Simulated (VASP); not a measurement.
Rb3Ba: single point with PBE

The system is Rb3Ba.

```
Rb Ba
1.0
     0.00000    5.51443    5.51443
     5.51443    0.00000    5.51443
     5.51443    5.51443    0.00000
Rb Ba
3 1
Cartesian
  2.7572 2.7572 2.7572
  8.2716 8.2716 8.2716
  5.5144 5.5144 5.5144
  0.0000 0.0000 0.0000
```

The cell comes from a database or a generator and needn't be the stable form of this composition.

```json
{
  "Program": "VASP 6.6.1",
  "Task": "single point",
  "Functional": "PBE",
  "Potentials or basis": "VASP PAW PBE potentials, release 64 (Rb_sv, Ba_sv)",
  "Cutoff": "520 eV",
  "k mesh": "1 × 1 × 1",
  "Occupations": "gaussian, width 0.1 eV",
  "Spin": "collinear spin, twin_end start",
  "Starting moments": "[0.13, 0.13, 0.15, 0.66] μB",
  "Fixed moment": "2 μB"
}
```

The pressure is -1.3 GPa, the net moment is 2.00 μB per cell and the site moments are Rb +0.03; Ba +0.31 μB. The valence electrons inside the program's atomic spheres are Rb 7.30; Ba 7.99.

It took 100 s on 1 thread of Intel(R) Xeon(R) 6975P-C (Granite Rapids) (shared host), peak memory 0.61 GiB.

Caveat: the k mesh is coarse (spacing up to 0.99 Å⁻¹), so the values aren't converged; the total moment is fixed, so each spin has its own Fermi level. Spin-orbit coupling is left out, which matters for the levels of Ba.
